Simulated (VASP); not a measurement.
```
CELL_PARAMETERS angstrom
     -3.11100     3.11100     3.11100
      3.11100    -3.11100     3.11100
      3.11100     3.11100    -3.11100
ATOMIC_POSITIONS crystal
  Cs 0.00000 0.00000 0.00000
```

The base run (VASP): PBE GGA, plane waves, VASP's PBE PAW potentials (set 64). Numerical set-up: 400 eV cut-off, 8×8×8 Γ-centred mesh, first-order Methfessel-Paxton smearing of 0.10 eV, potentials Cs_sv.

One setting is varied; ΔE counts from the most expensive setting. The base run took about 9 core-seconds. The timings are rough (shared machines, no repeats); factors under 2 mean little.

Pressures at a finite cut-off, here 400 eV, hold a Pulay part, which wasn't tested here.

```json
[
 {"setting": "KPOINTS 2×2×2 Γ-centred mesh", "cost over the base run": "about 1/3", "electronic steps": "9", "ΔE (meV/atom)": "188.1", "pressure (GPa)": "-0.46"},
 {"setting": "KPOINTS 1×1×1 Γ-centred mesh", "cost over the base run": "about 1/3", "electronic steps": "9", "ΔE (meV/atom)": "-789.9", "pressure (GPa)": "0.20"},
 {"setting": "KPOINTS 3×3×3 Γ-centred mesh", "cost over the base run": "about 1/3", "electronic steps": "10", "ΔE (meV/atom)": "-73.1", "pressure (GPa)": "-0.13"},
 {"setting": "KPOINTS 4×4×4 Γ-centred mesh", "cost over the base run": "about 1/3", "electronic steps": "10", "ΔE (meV/atom)": "55.2", "pressure (GPa)": "-0.02"},
 {"setting": "KPOINTS 7×7×7 Γ-centred mesh", "cost over the base run": "within a factor of 2", "electronic steps": "10", "ΔE (meV/atom)": "-3.9", "pressure (GPa)": "-0.07"},
 {"setting": "base run", "cost over the base run": "reference", "electronic steps": "10", "ΔE (meV/atom)": "3.9", "pressure (GPa)": "-0.06"},
 {"setting": "KPOINTS 12×12×12 Γ-centred mesh", "cost over the base run": "within a factor of 2", "electronic steps": "10", "ΔE (meV/atom)": "0.0", "pressure (GPa)": "-0.06"}
]
```

Left out are runs that failed, have no time on record or changed the cell.

The compound is Cs in the bcc structure. The cell was not relaxed at this level.
